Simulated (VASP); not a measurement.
Here is the system:

```
CELL_PARAMETERS angstrom
      4.27043     0.00000     0.00000
      0.00000     4.27043     0.00000
      0.00000     0.00000     4.27043
ATOMIC_POSITIONS crystal
  Cs 0.00000 0.00000 0.00000
  Br 0.50000 0.50000 0.50000
```

The numbers are results of optB86b-vdW, VASP's PBE PAW potentials (set 64) (plane waves; VASP), not measurements. Run with 520 eV cut-off, 6×6×6 Γ-centred mesh, Gaussian smearing of 0.050 eV, potentials Cs_sv Br.

Unless said otherwise, spin-orbit coupling is left out, though it shifts the bands of the heavy elements here.

Q: What does the run give for the energy per atom (σ→0), band gap (on the k-mesh) with the smallest direct gap where there is one?

A: 
The band gap (on the k-mesh) is 4.52 eV, the smallest direct gap (on the k-mesh) comes out as 4.52 eV and the energy per atom (σ→0) is -0.851 eV/atom.

Only differences to runs with the same potentials and settings are physical.

The compound is CsBr in the CsCl type structure. It was relaxed first.
